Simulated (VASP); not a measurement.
Computed with AM05 GGA, VASP's PBE PAW potentials (set 64) (plane waves; VASP).

Input for VASP

**INCAR**
```
ALGO = Normal
EDIFF = 1E-7
ENCUT = 520
GGA = AM
ISIF = 2
ISMEAR = -5
LASPH = .True.
LCHARG = .True.
LMAXMIX = 6
LORBIT = 11
LREAL = .False.
LWAVE = .False.
NEDOS = 601
NELM = 100
PREC = Accurate
SYSTEM = CuAu
```

**KPOINTS**
```
Regular mesh
0
G
14 14 12
0 0 0
```

File POSCAR:
```
CuAu
2.8225180
  0.9999999032   0.0000000000   0.0000000000
  0.0000000000   0.9999999032   0.0000000000
  0.0000000000   0.0000000000   1.2590809963
Cu Au
1 1
Cartesian
  0.0000000000   0.0000000000   0.0000000000
  0.4999999516   0.4999999516   0.6295404981
```

POTCAR, in this order: Cu Au (PBE.64 set). Program: vasp_std.

Unless said otherwise, spin-orbit coupling is left out, though it shifts the bands of the heavy elements here.

Q: What does the run give for the energy per atom (σ→0), band gap (on the k-mesh)?

A: 
The energy per atom (σ→0) is -3.895 eV/atom and the band gap (on the k-mesh) is none (metal, semimetal or under 0.01 eV).

OSZICAR:
```
...
DAV:  10    -0.779036285236E+01    0.15143E-03   -0.46724E-03 11349   0.119E+00    0.908E-02
DAV:  11    -0.779028667394E+01    0.76178E-04   -0.14155E-04 11695   0.342E-01    0.386E-02
DAV:  12    -0.779030228707E+01   -0.15613E-04   -0.23302E-05 10685   0.173E-01    0.407E-03
DAV:  13    -0.779030254269E+01   -0.25562E-06   -0.79204E-07  8919   0.100E-02    0.223E-03
DAV:  14    -0.779030146335E+01    0.10793E-05   -0.10385E-07  5033   0.114E-02    0.414E-04
DAV:  15    -0.779030159950E+01   -0.13615E-06   -0.20370E-08  4669   0.416E-03    0.183E-04
DAV:  16    -0.779030151394E+01    0.85560E-07   -0.69293E-09  4543   0.145E-03
   1 F= -.77903015E+01 E0= -.77903015E+01  d E =0.000000E+00
```

The compound is CuAu in the L1_0 structure. It was relaxed first.
